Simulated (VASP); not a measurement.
Data:

```yaml
crystal:
  lattice:
    - [0.00000, 3.55980, 3.55980]
    - [3.55980, 0.00000, 3.55980]
    - [3.55980, 3.55980, 0.00000]
  atoms:
    - { symbol: Sr, position: [0.00000, 0.00000, 0.00000] }
    - { symbol: Cl, position: [0.25000, 0.25000, 0.25000] }
    - { symbol: Cl, position: [0.75000, 0.75000, 0.75000] }
```

All values below come from PBE GGA, VASP's PBE PAW potentials (set 64) (plane waves; VASP). Settings: 400 eV cut-off, 4×4×4 Γ-centred mesh, Gaussian smearing of 0.050 eV, potentials Sr_sv Cl.

### Question
Give the stress tensor in GPa (positive for a compressed cell).

### Answer

```
-1.00   0.00   0.00
 0.00  -1.00   0.00
 0.00   0.00  -1.00
```
The pressure is its mean diagonal, -1.00 GPa.

The compound is SrCl2 in the fluorite structure. The cell was not relaxed at this level.
